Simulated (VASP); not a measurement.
Level of theory: PBEsol GGA, VASP's PBE PAW potentials (set 64) (plane waves; VASP).

VASP input:

File KPOINTS:
```
Automatic mesh
0
Gamma
16 16 16
0 0 0
```

**INCAR**
```
SYSTEM = W
PREC = Accurate; ENCUT = 480; LREAL = F
LASPH = T
EDIFF = 1E-7; NELM = 100; ALGO = Normal
LMAXMIX = 6
ISMEAR = 1; SIGMA = 0.1
GGA = PS
ISIF = 2
LWAVE = F; LCHARG = F
```

**POSCAR**
```
W
1
   -1.5785728233     1.5312156386     1.5785728233
    1.5785728233    -1.5312156386     1.5785728233
    1.5785728233     1.5312156386    -1.5785728233
W
1
Direct
  0.0000000000   0.0000000000   0.0000000000
```

POTCAR, in this order: W_sv (PBE.64 set). Program: vasp_std.

The run wrote:

OUTCAR:
```
 ion  position               nearest neighbor table
   1  0.000  0.000  0.000-
  LATTYP: Found a body centered tetragonal cell.
 ALAT       =     3.1571456466
 C/A-ratio  =     0.9700000000
 Subroutine PRICEL returns:
 Original cell was already a primitive cell.
 Subroutine GETGRP returns: Found 16 space group operations
The static configuration has the point symmetry D_4h.
The dynamic configuration has the point symmetry D_4h.
 Subroutine INISYM returns: Found 16 space group operations
 Subroutine IBZKPT returns following result:
 Found    349 irreducible k-points:

 Following reciprocal coordinates:
            Coordinates               Weight
  0.000000  0.000000  0.000000      1.000000
  0.062500  0.000000  0.000000      8.000000
  0.125000  0.000000  0.000000      8.000000
  0.187500  0.000000 -0.000000      8.000000
  0.250000  0.000000  0.000000      8.000000
  0.312500  0.000000  0.000000      8.000000
  0.375000  0.000000 -0.000000      8.000000
  0.437500  0.000000 -0.000000      8.000000
  0.500000  0.000000  0.000000      4.000000
...
```

### OSZICAR
```
       N       E                     dE             d eps       ncg     rms          rms(c)
DAV:   1     0.732915132026E+02    0.73292E+02   -0.75596E+03  7726   0.139E+03
DAV:   2    -0.129758776023E+02   -0.86267E+02   -0.83223E+02  8261   0.325E+02
DAV:   3    -0.144386958750E+02   -0.14628E+01   -0.14475E+01  8773   0.421E+01
DAV:   4    -0.144456898792E+02   -0.69940E-02   -0.69936E-02  8271   0.319E+00
DAV:   5    -0.144457432537E+02   -0.53374E-04   -0.53376E-04  8620   0.280E-01    0.232E+01
DAV:   6    -0.139303913614E+02    0.51535E+00   -0.56758E-01  8257   0.100E+01    0.953E+00
DAV:   7    -0.137899827640E+02    0.14041E+00   -0.30287E-01  8521   0.682E+00    0.530E-01
DAV:   8    -0.137846863128E+02    0.52965E-02   -0.40721E-03  7948   0.995E-01    0.575E-02
DAV:   9    -0.137846761525E+02    0.10160E-04   -0.73388E-05  8930   0.109E-01    0.471E-02
DAV:  10    -0.137846759093E+02    0.24318E-06   -0.10060E-05  8290   0.458E-02    0.665E-03
DAV:  11    -0.137846761055E+02   -0.19628E-06   -0.13497E-07  6150   0.472E-03    0.603E-04
DAV:  12    -0.137846760573E+02    0.48296E-07   -0.79459E-09  4199   0.126E-03
   1 F= -.13784676E+02 E0= -.13784731E+02  d E =0.164251E-03
```

File OUTCAR:
```
------------------------ aborting loop because EDIFF is reached ----------------------------------------
  FORCE on cell =-STRESS in cart. coord.  units (eV):
  Direction    XX          YY          ZZ          XY          YZ          ZX
  --------------------------------------------------------------------------------------
  Total        0.6187378      1.6587046      0.6187378      0.0000000      0.0000000      0.0000000
  in kB       64.9518630    174.1221605     64.9518630      0.0000000      0.0000000      0.0000000
  external PRESSURE =     101.3419621 kB  Pullay stress =       0.0000000 kB
  volume of cell :       15.26
      direct lattice vectors                 reciprocal lattice vectors
    -1.578572823  1.531215639  1.578572823     0.000000000  0.326537940  0.316741802
     1.578572823 -1.531215639  1.578572823     0.316741802  0.000000000  0.316741802
     1.578572823  1.531215639 -1.578572823     0.316741802  0.326537940  0.000000000
 POSITION                                       TOTAL-FORCE (eV/Angst)
 -----------------------------------------------------------------------------------
      0.00000      0.00000      0.00000         0.000000     -0.000000      0.000000
 -----------------------------------------------------------------------------------
    total drift:                               -0.000000     -0.000000      0.000000
  FREE ENERGIE OF THE ION-ELECTRON SYSTEM (eV)
  ---------------------------------------------------
  free  energy   TOTEN  =       -13.7846760573 eV

  energy  without entropy=      -13.7848403084  energy(sigma->0) =      -13.78473081
```
(Selected blocks of OUTCAR.)

The compound is W in the bcc structure. This cell was strained or had an atom moved on purpose.
